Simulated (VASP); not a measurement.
TiN (space group Fm-3m): computed properties

All values below come from SCAN meta-GGA, VASP's PBE PAW potentials (set 64) (plane waves; VASP).

| Quantity | Value |
|---|---|
| space group | Fm-3m (225) |
| cell | a = b = c = 4.2350 Å, α = β = γ = 90.00° |
| volume per atom | 9.49 Å³/atom |
| band gap (over mesh and band path) | none (metal, semimetal or under 0.01 eV) |
| density | 5.41 g/cm³ |

```cif
data_N4Ti4
_chemical_formula_sum 'Ti4 N4'
_space_group_name_H-M_alt 'Fm-3m'
_space_group_IT_number 225
_space_group_name_Hall '-F 4 2 3'
_cell_length_a 4.23500
_cell_length_b 4.23500
_cell_length_c 4.23500
_cell_angle_alpha 90.000
_cell_angle_beta 90.000
_cell_angle_gamma 90.000
loop_
_atom_site_label
_atom_site_type_symbol
_atom_site_symmetry_multiplicity
_atom_site_Wyckoff_symbol
_atom_site_fract_x
_atom_site_fract_y
_atom_site_fract_z
_atom_site_occupancy
Ti1 Ti 4 a 0.00000 0.00000 0.00000 1
N1 N 4 b 0.50000 0.50000 0.50000 1
```
(The calculation used a cell of 2 atoms; values per cell refer to that cell.)

The structure comes from a measured TiN entry (Fm-3m) of the Crystallography Open Database, whose conditions weren't checked. The cell was not relaxed at this level. The electron count is odd and the run is not spin-polarised, which forces a metal.
